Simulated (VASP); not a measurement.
**Mg3Te under changes of volume**

One of the cells (24.661 Å³/atom); the others are scaled copies at fixed shape and fractional positions:

```
Te Mg
1.0
    -2.15353    2.15353    5.31747
     2.15353   -2.15353    5.31747
     2.15353    2.15353   -5.31747
Te Mg
1 3
Cartesian
  0.0000 0.0000 0.0000
  2.1535 0.0000 2.6587
  0.0000 2.1535 2.6587
  0.0000 0.0000 5.3175
```

The cell comes from a database or a generator and needn't be the stable form of this composition.

- Program: VASP 6.6.1
- Functional: PBE
- Potentials or basis: VASP PAW PBE potentials, release 64 (Te, Mg)
- Cutoff: 520 eV
- k mesh: 9 × 9 × 9
- Occupations: fermi-dirac, width 0.05 eV
- Spin: no spin polarisation

| volume (Å³/atom) | energy over the lowest point (meV/atom) | pressure (GPa) |
| --- | --- | --- |
| 22.727 | 10.68 | 2.7 |
| 23.210 | 4.08 | 1.7 |
| 23.694 | 0.28 | 0.8 |
| 24.661 | 0.00 | -0.7 |
| 25.144 | 3.04 | -1.3 |
| 25.628 | ? | ? |

Question: What does the run at 25.628 Å³/atom give?

Answer: Energy over the lowest point 7.93 meV/atom; pressure -1.9 GPa.

Worked out: A Birch-Murnaghan fit of order 3 (a polynomial in V^(-2/3)) to the other rows has its minimum at 24.20 Å³/atom with B0 = V·E''(V) = 37 GPa and B' = 4.3 at fixed shape and positions, which overstates the stiffness. It gives 7.93 meV/atom at 25.628 Å³/atom, against the run's 7.93, and -dE/dV = -1.9 GPa, against -1.9.

Energies are extrapolated to zero smearing.
